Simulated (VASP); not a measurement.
Consider the following.

```
PtSe2
1.0
    1.86797    -3.23541     0.00000
    1.86797     3.23541     0.00000
    0.00000     0.00000     8.06893
Pt Se
1 2
Cartesian
  0.00000   0.00000   0.00000
  1.86797   1.07847   1.29232
  1.86797  -1.07847   6.77662
```

Calculation: revPBE GGA, VASP's PBE PAW potentials (set 64) (plane waves; VASP). Run with 520 eV cut-off, 7×7×3 Γ-centred mesh, Gaussian smearing of 0.050 eV, potentials Pt Se.

Without a dispersion term in the relaxation, distances and binding between the weakly bound layers, chains or molecules are unreliable, and so is what depends on them.

Q: The ions and cell shape at fixed volume are relaxed. Predict the relaxed structure.

A: 
```
PtSe2
1.0
    1.88430    -3.26370     0.00000
    1.88430     3.26370     0.00000
    0.00000     0.00000     7.92967
Pt Se
1 2
Direct
  0.00000   0.00000   0.00000
  0.33333   0.66667   0.16501
  0.66667   0.33333   0.83499
```
Space group P-3m1 (164), at a tolerance of 0.03 Å.

Q: How much energy does the relaxation gain?

A: The energy (σ→0) changes by -6.2 meV/atom, in 6 ionic steps.

```csv
step,E(σ→0) (eV),max force (eV/Å),pressure (GPa),volume (Å³)
1,-13.2599,0.394,2.16,97.53
2,-13.2726,0.186,1.21,97.53
3,-13.2772,0.060,0.10,97.53
4,-13.2773,0.036,0.21,97.53
5,-13.2783,0.015,0.12,97.53
6,-13.2785,0.002,0.05,97.53
```

The compound is PtSe2 in the 1T layered structure. This cell is one point of a volume scan, at 0.97 of the reference volume. Symmetry was kept, so distortions that lower it aren't found.
